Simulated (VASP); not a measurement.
Input:

```xyz
4
Lattice="3.4661 0.0000 0.0000 0.0000 3.4661 0.0000 0.0000 0.0000 3.4661" Properties=species:S:1:pos:R:3 pbc="T T T"
Si     0.0000     0.0000     0.0000
Ni     0.0000     1.7331     1.7331
Ni     1.7331     0.0000     1.7331
Ni     1.7331     1.7331     0.0000
```

Calculation: r2SCAN meta-GGA, VASP's PBE PAW potentials (set 64) (plane waves; VASP). Numerical set-up: 520 eV cut-off, 10×10×10 Γ-centred mesh, tetrahedra with Blöchl corrections, potentials Si Ni.

Problem. Predict the energy per atom (σ→0), band gap (over mesh and band path) with the smallest direct gap where there is one.

Solution. 
```
Item                                                                  Result
----------------------------------  ----------------------------------------
band gap (over mesh and band path)  none (metal, semimetal or under 0.01 eV)
energy per atom (σ→0)                                -1118.6 kJ/mol of atoms
```

Only differences to runs with the same potentials and settings are physical.

The compound is Ni3Si in the L1_2 structure. It was relaxed first. The run is not spin-polarised, so no magnetic state was tried.
